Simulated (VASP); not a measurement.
# Sc: energy against strain

Sc (hcp, P6_3/mmc, 24.594 Å³/atom and stress up to 0.10 GPa in the relaxed cell, c along z) under an equal strain ε along x and y, with z held. PBE in VASP (plane waves, PAW), 480 eV, 18×18×8 Γ-centred mesh, Methfessel-Paxton smearing 0.10 eV; ions are relaxed, or left where forces stay under 0.02 eV/Å, within the symmetry of each cell.

Here s stands for strain and y for E less E0.

| strain (%) | E less E0 (meV/atom) |
|---|---|
| -1.50 | 5.75 |
| -1.00 | 2.72 |
| -0.50 | 0.81 |
| 0.00 | 0.00 |
| 0.50 | 0.26 |
| 1.00 | 1.56 |
| 1.50 | 3.87 |
| 3.00 | ? |

Fit y against s with a parabola, and predict the withheld value at s = 3.00.

Least squares gives y = 0.001 - 0.6079·s + 2.1376·s². Residuals (row less fit): 0.028, -0.026, -0.029, -0.001, 0.029, 0.029, -0.029; standard error 0.035 (degrees of freedom: 4). Twice the quadratic coefficient over the volume, 2 × 2.1376 meV × 10⁴ × 0.1602 / 24.594 Å³, is the elastic constants 2(C11 + C12) = about 280 GPa. At the withheld row, y = 0.001 - 0.6079 × 3.0 + 2.1376 × 3.0² = 17.416 meV/atom. The calculation gives 16.54 meV/atom, 0.876 meV/atom below the prediction (5.3 % of the range of y in the table). The row lies outside the fitted rows, so this is an extrapolation. From the scatter of the fitted rows alone, a prediction at this place has a standard error of 0.133 meV/atom, so the miss is 6.6 times that.

A polynomial of degree 3 through the 12 other runs of the series gives 16.54 there, so most of the miss is curvature that the fit leaves out. In a metal these values are sensitive to mesh and smearing; energies are taken to zero smearing, stresses follow the free energy. The runs aren't spin-polarised. Rows are the converged runs of the series near zero and its far end, less any whose ions stayed unrelaxed beside relaxed ones; series whose fitted rows scatter by over a few per cent of the range, as at a crossing or softening among them, aren't shown in this form. Most that stay on the fit to the last digits aren't either.
